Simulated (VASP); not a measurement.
Here is the system:

```
HfC
1.0
    0.00000     2.71080     2.71080
    2.71080     0.00000     2.71080
    2.71080     2.71080     0.00000
Hf C
1 1
Direct
  0.00000   0.00000   0.00000
  0.50000   0.50000   0.50000
```

These are PBEsol GGA, VASP's PBE PAW potentials (set 64) (plane waves; VASP 6.6.1) values and carry that method's errors. Run with 520 eV cut-off, 11×11×11 Γ-centred mesh, first-order Methfessel-Paxton smearing of 0.10 eV, potentials Hf_pv C.

Energy and stress use the plane-wave basis of the starting cell.

The ions, cell shape and volume are relaxed. Which structure does the run end with?

```
HfC
1.0
    0.00000     2.30258     2.30258
    2.30258     0.00000     2.30258
    2.30258     2.30258     0.00000
Hf C
1 1
Direct
  0.00000   0.00000   0.00000
  0.50000   0.50000   0.50000
```
Space group Fm-3m (225), at a tolerance of 0.03 Å.

How do energy and volume change from the first to the last step?

The energy (σ→0) changes by -1661.8 meV/atom and the volume by -38.7 %, in 15 ionic steps.

The structure was generated: HfC was put into the rock salt type (Fm-3m), which need not be its known phase. This run relaxes it. Symmetry was kept, so distortions that lower it aren't found.
